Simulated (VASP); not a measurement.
# RbN (Fm-3m) in VASP: single point with r2SCAN

Aim: the single point of RbN with r2SCAN.

All numbers are computed with VASP 6.6.1; they aren't measurements. Logs are shortened: lines on timing, memory, paths and dates and some standing lists are left out, and cuts for length are marked.

**1. Starting point**

Symmetry: Fm-3m, No. 225, cubic system. The conventional cell has a = 5.610 Å, b = 5.610 Å, c = 5.610 Å, α = 90.00°, β = 90.00°, γ = 90.00°. Around Rb (site symmetry m-3m) lie 6 N at 2.80 Å. N (site symmetry m-3m) has 6 Rb at 2.80 Å as nearest neighbours.

The cell was built by a generator and needn't be a form met in nature.

**2. Single point, r2SCAN**

Input file INCAR:

```
  ALGO = Normal
  EDIFF = 1E-7
  ENCUT = 520
  ISIF = 2
  ISMEAR = -1
  LASPH = T
  LCHARG = F
  LMIXTAU = T
  LREAL = F
  LWAVE = F
  METAGGA = R2SCAN
  NBANDS = 14
  NELM = 100
  PREC = Accurate
  SIGMA = 0.1
```

Input file KPOINTS:

```
k-points
0
Gamma
  10 10 10
```

Input file POSCAR:

```
RbN
1.0
    0.0000000000      2.8049530000      2.8049530000
    2.8049530000      0.0000000000      2.8049530000
    2.8049530000      2.8049530000      0.0000000000
Rb N
1 1
Direct
    0.5000000000      0.5000000000      0.5000000000
    0.0000000000      0.0000000000      0.0000000000
```

Potentials or basis: VASP PAW PBE potentials, release 64 (Rb_sv, N).

Run with:

```
cat potpaw_PBE.64/Rb_sv/POTCAR potpaw_PBE.64/N/POTCAR > POTCAR
mpirun -np 1 vasp_std > vasp.out
```

OUTCAR:

```text
EDIFF = 1E-7
   ENCUT = 520
   ISIF = 2
   ISMEAR = -1
   LASPH = T
   LREAL = F
   METAGGA = R2SCAN
   NELM = 100
   PREC = Accurate

 ion  position               nearest neighbor table
   1  0.500  0.500  0.500-   2 2.80   2 2.80   2 2.80   2 2.80   2 2.80   2 2.80
   2  0.000  0.000  0.000-   1 2.80   1 2.80   1 2.80   1 2.80   1 2.80   1 2.80

  LATTYP: Found a face centered cubic cell.
 ALAT       =     5.6099060000

  Lattice vectors:

 A1 = (   0.0000000000,   2.8049530000,   2.8049530000)
 A2 = (   2.8049530000,   0.0000000000,   2.8049530000)
 A3 = (   2.8049530000,   2.8049530000,   0.0000000000)

Analysis of symmetry for initial positions (statically):
=====================================================================
 Subroutine PRICEL returns:
 Original cell was already a primitive cell.

 Routine SETGRP: Setting up the symmetry group for a
 face centered cubic supercell.

 Subroutine GETGRP returns: Found 48 space group operations
 (whereof 48 operations were pure point group operations)
 out of a pool of 48 trial point group operations.

The static configuration has the point symmetry O_h .

Analysis of symmetry for dynamics (positions and initial velocities):
=====================================================================
 Subroutine PRICEL returns:
 Original cell was already a primitive cell.

 Routine SETGRP: Setting up the symmetry group for a
 face centered cubic supercell.

 Subroutine GETGRP returns: Found 48 space group operations
 (whereof 48 operations were pure point group operations)
 out of a pool of 48 trial point group operations.

The dynamic configuration has the point symmetry O_h .

 Subroutine INISYM returns: Found 48 space group operations
 (whereof 48 operations are pure point group operations),
 and found     1 'primitive' translations

----------------------------------------------------------------------------------------

                                     Primitive cell

  volume of cell :      44.1374

  direct lattice vectors                    reciprocal lattice vectors
     0.000000000  2.804953000  2.804953000    -0.178256106  0.178256106  0.178256106
     2.804953000  0.000000000  2.804953000     0.178256106 -0.178256106  0.178256106
     2.804953000  2.804953000  0.000000000     0.178256106  0.178256106 -0.178256106

  length of vectors
     3.966802574  3.966802574  3.966802574     0.308748633  0.308748633  0.308748633

  position of ions in fractional coordinates (direct lattice)
     0.500000000  0.500000000  0.500000000
     0.000000000  0.000000000  0.000000000

  ion indices of the primitive-cell ions
   primitive index   ion index
                 1           1
                 2           2

----------------------------------------------------------------------------------------

 KPOINTS: k-points

Automatic generation of k-mesh.
 Grid dimensions read from file:
 generate k-points for:   10   10   10

 Generating k-lattice:

  Cartesian coordinates                     Fractional coordinates (reciprocal lattice)
    -0.017825611  0.017825611  0.017825611     0.100000000  0.000000000  0.000000000
     0.017825611 -0.017825611  0.017825611     0.000000000  0.100000000  0.000000000
     0.017825611  0.017825611 -0.017825611     0.000000000  0.000000000  0.100000000

  Length of vectors
     0.030874863  0.030874863  0.030874863

  Shift w.r.t. Gamma in fractional coordinates (k-lattice)
     0.000000000  0.000000000  0.000000000

 Subroutine IBZKPT returns following result:
 ===========================================

 Found     47 irreducible k-points:

 Following reciprocal coordinates:
            Coordinates               Weight
  0.000000  0.000000  0.000000      1.000000
  0.100000  0.000000  0.000000      8.000000
  0.200000  0.000000  0.000000      8.000000
  0.300000  0.000000  0.000000      8.000000
  0.400000  0.000000  0.000000      8.000000
  0.500000  0.000000  0.000000      4.000000
[... 16 lines left out ...]
  0.300000  0.300000  0.000000      6.000000
  0.400000  0.300000  0.000000     24.000000
 [... further k-points ...]
   k-points           NKPTS =     47   k-points in BZ     NKDIM =     47   number of bands    NBANDS=     14
   number of dos      NEDOS =    301   number of ions     NIONS =      2
   total plane-waves  NPLWV =  27000
   dimension x,y,z NGX =    30 NGY =   30 NGZ =   30
   dimension x,y,z NGXF=    60 NGYF=   60 NGZF=   60
   ions per type =               1   1
   NGX,Y,Z   is equivalent  to a cutoff of  12.57, 12.57, 12.57 a.u.
   NGXF,Y,Z  is equivalent  to a cutoff of  25.15, 25.15, 25.15 a.u.
 SYSTEM =  unknown system
   PREC   = accura    normal or accurate (medium, high low for compatibility)
   ISTART =      0    job   : 0-new  1-cont  2-samecut
   ICHARG =      2    charge: 1-file 2-atom 10-const
   ISPIN  =      1    spin polarized calculation?
   LNONCOLLINEAR =      F non collinear calculations
   LSORBIT =      F    spin-orbit coupling
   LASPH  =      T    aspherical Exc in radial PAW
   ENCUT  =  520.0 eV  38.22 Ry    6.18 a.u.   7.38  7.38  7.38*2*pi/ulx,y,z
   NELM   =    100;   NELMIN=  2; NELMDL= -5     # of ELM steps
   EDIFF  = 0.1E-06   stopping-criterion for ELM
   LREAL  =      F    real-space projection
   EDIFFG = 0.1E-05   stopping-criterion for IOM
   NSW    =      0    number of steps for IOM
   IBRION =     -1    ionic relax: 0-MD 1-quasi-New 2-CG
   NFREE  =      0    steps in history (QN), initial steepest desc. (CG)
   ISIF   =      2    stress and relaxation
   ISYM   =      2    0-nonsym 1-usesym 2-fastsym
   POTIM  = 0.5000    time-step for ionic-motion
   TEBEG  =    0.0;   TEEND  =   0.0 temperature during run
   PSTRESS=    0.0 pullay stress
   NELECT =      14.0000    total number of electrons
   NUPDOWN=      -1.0000    fix difference up-down
   EMIN   =  10.00;   EMAX   =-10.00  energy-range for DOS
   EFERMI =   0.00;   METHOD = LEGACY
   ISMEAR =    -1;   SIGMA  =   0.10  broadening in eV -4-tet -1-fermi 0-gaus
   EFERMI_NEDOS =   21; number of points for ismear=-14 and -15
   IALGO  =     38    algorithm
   IMIX   =      4    mixing-type and parameters
     AMIX     =   0.40;   BMIX     =  1.00
     AMIX_MAG =   1.60;   BMIX_MAG =  1.00
  volume/ion in A,a.u.               =      22.07       148.93
  Fermi-wavevector in a.u.,A,eV,Ry     =   1.116474  2.109830 16.959853  1.246514
  Thomas-Fermi vector in A             =   2.253088
   LORBIT       =      0    0 simple, 1 ext, 2 COOP (PROOUT), +10 PAW based schemes
   METAGGA = R2SCAN    functional components
   LHFCALC =     F    Hartree Fock is set to
   AEXX    =    0.0000 exact exchange contribution
   IVDW    =     0    specifies the selected vdW correction
   LEPSILON=     F    determine dielectric tensor
   LRPA    =     F    only Hartree local field effects (RPA)
 non-spin polarized calculation
  energy-cutoff  :      520.00
  volume of cell :       44.14
 maximum number of plane-waves:      1243
 NGX is ok and might be reduce to    30
   NGX = 15   NGY = 15   NGZ = 15

 number of electron      14.0000001 magnetization

 Free energy of the ion-electron system (eV)
  ---------------------------------------------------
  ext. energy  EPLUGINS =         0.00000000
  ---------------------------------------------------
  free energy    TOTEN  =       -19.19504668 eV

  energy without entropy =      -19.01028417  energy(sigma->0) =      -19.10266543

 E-fermi :  -0.1584     XC(G=0):  -9.2653

 val. band max:       -0.1635822030   @ k =   0.5000   0.3000   0.0000
 cond. band min:      -0.1571512550   @ k =   0.4000   0.2000   0.0000
 fundamental gap:      0.0064309479
 Fermi energy:        -0.1584180327

 k-point     1 :       0.0000    0.0000    0.0000
  band No.  band energies     occupation
      1     -26.1857      2.00000
      2     -12.5759      2.00000
      3      -9.4077      2.00000
      4      -9.4077      2.00000
      5      -9.4077      2.00000
      6       0.1516      0.08618
      7       0.1516      0.08618
      8       0.1516      0.08618
      9       5.3556      0.00000
     10       7.9064      0.00000
     11       7.9064      0.00000
     12       7.9064      0.00000
     13      10.0715      0.00000
     14      10.0715      0.00000

 k-point     2 :       0.1000    0.0000    0.0000
  band No.  band energies     occupation
      1     -26.1743      2.00000
      2     -12.6505      2.00000
      3      -9.4129      2.00000
      4      -9.4129      2.00000
      5      -9.3604      2.00000
      6      -0.0393      0.46625
      7       0.0666      0.19069
      8       0.0666      0.19069
      9       5.6999      0.00000
     10       7.7229      0.00000
     11       8.0865      0.00000
     12       8.0865      0.00000
     13      10.2932      0.00000
     14      10.2932      0.00000

 k-point     3 :       0.2000    0.0000    0.0000
  band No.  band energies     occupation
      1     -26.1443      2.00000
      2     -12.8364      2.00000
      3      -9.4261      2.00000
      4      -9.4261      2.00000
      5      -9.2465      2.00000
      6      -0.4757      1.91958
      7      -0.1454      0.93521
      8      -0.1454      0.93520
      9       6.5545      0.00000
     10       7.4932      0.00000
     11       8.6022      0.00000
     12       8.6022      0.00000
     13      10.8987      0.00000
     14      10.8987      0.00000
[... 324 lines left out ...]
 k-point    23 :       0.3000    0.3000    0.0000
  band No.  band energies     occupation
      1     -26.0835      2.00000
      2     -12.8193      2.00000
      3      -9.6509      2.00000
      4      -9.6509      2.00000
      5      -9.5445      2.00000
      6      -0.6877      1.98999
      7       0.1090      0.12897
      8       0.1091      0.12897
      9       5.7053      0.00000
     10       7.6461      0.00000
     11      10.8093      0.00000
     12      10.8093      0.00000
     13      11.1217      0.00000
     14      11.6510      0.00000

 k-point    24 :       0.4000    0.3000    0.0000
  band No.  band energies     occupation
      1     -26.0602      2.00000
      2     -12.8074      2.00000
      3      -9.8242      2.00000
      4      -9.6848      2.00000
      5      -9.6204      2.00000
      6      -0.4974      1.93478
      7       0.0096      0.31406
      8       0.0514      0.21847
      9       5.6215      0.00000
     10       8.3042      0.00000
     11      10.9667      0.00000
     12      11.3144      0.00000
     13      11.8366      0.00000
     14      12.1212      0.00000

 [... further k-points ...]
[... 5 lines left out ...]
  --------------------------------------------------------------------------------------
  -------------------------------------------------------------------------------------
  Total        0.8295124      0.8295124      0.8295124      0.0000000      0.0000000     -0.0000000
  in kB       30.1111059     30.1111059     30.1111059      0.0000000      0.0000000     -0.0000000
  external PRESSURE =      30.1111059 kB  Pullay stress =       0.0000000 kB

 VOLUME and BASIS-vectors are now :
 -----------------------------------------------------------------------------
  energy-cutoff  :      520.00
  volume of cell :       44.14
      direct lattice vectors                 reciprocal lattice vectors
     0.000000000  2.804953000  2.804953000    -0.178256106  0.178256106  0.178256106
     2.804953000  0.000000000  2.804953000     0.178256106 -0.178256106  0.178256106
     2.804953000  2.804953000  0.000000000     0.178256106  0.178256106 -0.178256106

 POSITION                                       TOTAL-FORCE (eV/Angst)
 -----------------------------------------------------------------------------------
      2.80495      2.80495      2.80495         0.000000     -0.000000      0.000000
      0.00000      0.00000      0.00000        -0.000000      0.000000     -0.000000
 -----------------------------------------------------------------------------------
    total drift:                               -0.000000     -0.000000      0.000000

  FREE ENERGIE OF THE ION-ELECTRON SYSTEM (eV)
  ---------------------------------------------------
  free  energy   TOTEN  =       -19.1950466794 eV

  energy  without entropy=      -19.0102841721  energy(sigma->0) =      -19.10266543
```

Wall time 1.8 min (1 thread of AMD EPYC 9R45 (Zen 5), shared host); peak memory 0.15 GiB.

Results:

```yaml
Free_energy: -19.1950 eV
Pressure: 3.0 GPa
Band_gap_on_the_k_mesh: none (metal or under the smearing width)
```

Levels at points of the mesh, in eV from the Fermi level:
| k point | band 5 | band 6 | band 7 | band 8 | band 9 | band 10 |
| --- | --- | --- | --- | --- | --- | --- |
| (0.00, 0.00, 0.00) | -9.25 | 0.31 | 0.31 | 0.31 | 5.51 | 8.06 |
| (0.50, 0.00, 0.00) | -8.84 | -1.22 | -0.48 | -0.48 | 7.79 | 9.20 |
| (0.50, 0.50, 0.00) | -9.62 | 0.21 | 0.32 | 0.32 | 5.19 | 9.60 |

Caveat: the PAW data sets were made with another functional, which shifts forces and pressure a little.
